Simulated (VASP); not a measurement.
Data:

```xyz
4
Lattice="2.1669 -3.7407 0.0000 2.1669 3.7407 0.0000 0.0000 0.0000 7.1880" Properties=species:S:1:pos:R:3 pbc="T T T"
Cd     2.1669    -1.2469     3.5940
Cd     2.1669     1.2469     0.0000
Se     2.1669    -1.2469     6.2967
Se     2.2060     1.2469     2.7027
```

Computed with PBE GGA, VASP's PBE PAW potentials (set 64) (plane waves; VASP). Settings: 400 eV cut-off, 5×5×3 Γ-centred mesh, tetrahedra, potentials Cd Se.

**Question.** Estimate the energy per atom (σ→0).

**Answer.** 
```yaml
energy per atom (σ→0): -2.738 eV/atom
```

Only differences to runs with the same potentials and settings are physical.

The compound is CdSe in the wurtzite structure. The cell was not relaxed at this level, atoms are displaced from their ideal sites. The run is one of a series of settings (ISMEAR = -4, SIGMA removed against the base run), some of them coarse on purpose.
